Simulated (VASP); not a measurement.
Method: optB88-vdW, VASP's PBE PAW potentials (set 64) (plane waves; VASP).

A VASP calculation is set up with these files.

### INCAR
```
LCHARG=.True.
LEFG=.True.
PARAM1=0.1833333333
LORBIT=11   ! lm-projected
PREC=Accurate
EDIFF=1E-7   ! SCF stop (eV)
AGGAC=0.0
PARAM2=0.22
LMAXMIX=4   ! l cut-off of mixed one-centre charges
NELM=100
LASPH=.True.   ! aspherical one-centre terms
ISMEAR=-5
ENCUT=520   ! plane-wave cut-off (eV)
LREAL=.False.   ! projection in real space or not
SYSTEM=CdF2
GGA=BO
ISIF=2
LUSE_VDW=.True.
LWAVE=.False.
ALGO=Normal
NEDOS=601   ! DOS grid
```

**POSCAR**
```
CdF2
1
    0.0000000000     2.7217316377     2.7217316377
    2.7217316377     0.0000000000     2.7217316377
    2.7217316377     2.7217316377     0.0000000000
Cd F
1 2
Direct
  0.0000000000   0.0000000000   0.0000000000
  0.2500000000   0.2500000000   0.2500000000
  0.7500000000   0.7500000000   0.7500000000
```

KPOINTS:
```
Automatic mesh
0
Gamma
8 8 8
0 0 0
```

POTCAR, in this order: Cd F (PBE.64 set). Program: vasp_std.

The run wrote:

OSZICAR:
```
       N       E                     dE             d eps       ncg     rms          rms(c)
DAV:   1     0.211153067897E+03    0.21115E+03   -0.15997E+04   994   0.156E+03
DAV:   2     0.267035298123E+01   -0.20848E+03   -0.20504E+03  1158   0.384E+02
DAV:   3    -0.593478293050E+01   -0.86051E+01   -0.85901E+01  1116   0.883E+01
DAV:   4    -0.597540494055E+01   -0.40622E-01   -0.40615E-01  1112   0.608E+00
DAV:   5    -0.597555993205E+01   -0.15499E-03   -0.15499E-03  1036   0.332E-01    0.103E+01
DAV:   6    -0.402096519884E+01    0.19546E+01   -0.60537E+00  1279   0.462E+01    0.720E+00
DAV:   7    -0.405705304783E+01   -0.36088E-01   -0.89029E-01   987   0.101E+01    0.420E+00
DAV:   8    -0.404338967631E+01    0.13663E-01   -0.17037E-01   991   0.418E+00    0.752E-01
DAV:   9    -0.403399721466E+01    0.93925E-02   -0.41083E-02  1209   0.243E+00    0.979E-02
DAV:  10    -0.403440365426E+01   -0.40644E-03   -0.31399E-03   989   0.749E-01    0.113E-01
DAV:  11    -0.403444075401E+01   -0.37100E-04   -0.16922E-04  1094   0.182E-01    0.429E-02
DAV:  12    -0.403445720106E+01   -0.16447E-04   -0.58442E-05   987   0.797E-02    0.138E-02
DAV:  13    -0.403445754325E+01   -0.34219E-06   -0.36797E-06  1032   0.247E-02    0.101E-02
DAV:  14    -0.403445725076E+01    0.29248E-06   -0.13155E-06   993   0.205E-02    0.111E-03
DAV:  15    -0.403445726110E+01   -0.10335E-07   -0.79926E-08   511   0.407E-03
   1 F= -.40344573E+01 E0= -.40344573E+01  d E =0.000000E+00
```

File OUTCAR:
```
------------------------ aborting loop because EDIFF is reached ----------------------------------------
  FORCE on cell =-STRESS in cart. coord.  units (eV):
  Direction    XX          YY          ZZ          XY          YZ          ZX
  --------------------------------------------------------------------------------------
  Total        0.0267121      0.0267121      0.0267121      0.0000000      0.0000000      0.0000000
  in kB        1.0613348      1.0613348      1.0613348      0.0000000      0.0000000      0.0000000
  external PRESSURE =       1.0613348 kB  Pullay stress =       0.0000000 kB
  volume of cell :       40.32
      direct lattice vectors                 reciprocal lattice vectors
     0.000000000  2.721731638  2.721731638    -0.183706576  0.183706576  0.183706576
     2.721731638  0.000000000  2.721731638     0.183706576 -0.183706576  0.183706576
     2.721731638  2.721731638  0.000000000     0.183706576  0.183706576 -0.183706576
 POSITION                                       TOTAL-FORCE (eV/Angst)
 -----------------------------------------------------------------------------------
      0.00000      0.00000      0.00000        -0.000000     -0.000000     -0.000000
      1.36087      1.36087      1.36087        -0.000000     -0.000000     -0.000000
      4.08260      4.08260      4.08260         0.000000      0.000000      0.000000
 -----------------------------------------------------------------------------------
    total drift:                                0.000000     -0.000000      0.000000
  FREE ENERGIE OF THE ION-ELECTRON SYSTEM (eV)
  ---------------------------------------------------
  free  energy   TOTEN  =        -4.0344572611 eV

  energy  without entropy=       -4.0344572611  energy(sigma->0) =       -4.03445726

 total charge

# of ion       s       p       d       tot
------------------------------------------
    1        0.226   0.184   9.683  10.093
    2        1.731   4.335   0.000   6.066
    3        1.731   4.335   0.000   6.066
--------------------------------------------------
tot          3.689   8.853   9.683  22.224

 Electric field gradients after diagonalization (V/A^2)
 (convention: |V_zz| > |V_xx| > |V_yy|)
----------------------------------------------------------------------
 ion       V_xx      V_yy      V_zz     asymmetry (V_yy - V_xx)/ V_zz
----------------------------------------------------------------------
   1      -0.002    -0.002     0.004       0.000
   2       0.002     0.002    -0.005       0.000
   3       0.002     0.002    -0.005       0.000
```
(Selected blocks of OUTCAR.)

The compound is CdF2 in the fluorite structure. It was relaxed first.
